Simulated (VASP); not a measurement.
Method: r2SCAN meta-GGA, VASP's PBE PAW potentials (set 64) (plane waves; VASP 6.6.1). For the first row: Run with 400 eV cut-off, 11×11×11 Γ-centred mesh, tetrahedra with Blöchl corrections, potentials In_d Bi_d.

```json
[
 {"system": "InBi (relaxed from the WC structure, space group P-6m2)", "energy (eV/atom)": "-40.4619"},
 {"system": "In (bct)", "energy (eV/atom)": "-22.5729"},
 {"system": "Bi (a7)", "energy (eV/atom)": "-58.5048"}
]
```

The references are the elements' solids at the same level; no temperature or zero-point terms are added.  Spin-orbit coupling is left out, which shifts such energies by up to tenths of an eV for the heavy elements here.

Problem. What is the formation energy per atom of InBi?

Solution. The references average (1×(-22.5729) + 1×(-58.5048))/2 = -40.5389 eV, so the formation energy is -40.4619 − (-40.5389) = 0.077 eV/atom.
